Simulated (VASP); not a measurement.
The input files of a VASP run:

POSCAR:
```
LuHg
1
    3.6070000000     0.0000000000     0.0000000000
    0.0000000000     3.6070000000     0.0000000000
    0.0000000000     0.0000000000     3.6070000000
Hg Lu
1 1
Direct
  0.0000000000   0.0000000000   0.0000000000
  0.5000000000   0.5000000000   0.5000000000
```

KPOINTS:
```
Automatic mesh
0
Gamma
9 9 9
0 0 0
```

**INCAR**
```
SYSTEM = LuHg
PREC = Accurate
ENCUT = 400
EDIFF = 1E-6
NELM = 100
ALGO = Normal
LREAL = .FALSE.
LASPH = .TRUE.
ISMEAR = 1
SIGMA = 0.1
GGA = PS
LMAXMIX = 6
LWAVE = .FALSE.
LCHARG = .FALSE.
IBRION = 2
ISIF = 3
NSW = 60
EDIFFG = -0.01
```

POTCAR, in this order: Hg Lu_3 (PBE.64 set). Program: vasp_std.

Task: Translate this PBEsol calculation to Quantum ESPRESSO's pw.x.

Result: One equivalent input (not run):
```
&CONTROL
  calculation = 'vc-relax'
  pseudo_dir = './pseudo'
  outdir = './out'
  tprnfor = .true.
  tstress = .true.
  nstep = 60
  forc_conv_thr = 0.00039
/
&SYSTEM
  ibrav = 0
  nat = 2
  ntyp = 2
  ecutwfc = 100
  occupations = 'smearing'
  smearing = 'methfessel-paxton'
  degauss = 0.00735
  input_dft = 'pbesol'
/
&ELECTRONS
  conv_thr = 7.3e-08
  electron_maxstep = 100
/
&IONS
/
&CELL
/
ATOMIC_SPECIES
  Hg 200.592 Hg.upf
  Lu 174.967 Lu.upf
CELL_PARAMETERS angstrom
     3.6070000    0.0000000    0.0000000
     0.0000000    3.6070000    0.0000000
     0.0000000    0.0000000    3.6070000
ATOMIC_POSITIONS crystal
  Hg   0.0000000  0.0000000  0.0000000
  Lu   0.5000000  0.5000000  0.5000000
K_POINTS automatic
  9 9 9 0 0 0
```
The two are equivalent in intent, not identical: the potentials are each code's own (VASP's PAW set, PseudoDojo norm-conserving files in pw.x), so ENCUT and ecutwfc are chosen apart and not converted; conv_thr bounds pw.x's estimated SCF error, while EDIFF bounds the energy change between steps; forc_conv_thr acts on force components and is met together with etot_conv_thr.

The structure comes from a measured LuHg entry (Pm-3m) of the Crystallography Open Database, whose conditions weren't checked. This run relaxes it. Symmetry was kept, so distortions that lower it aren't found.
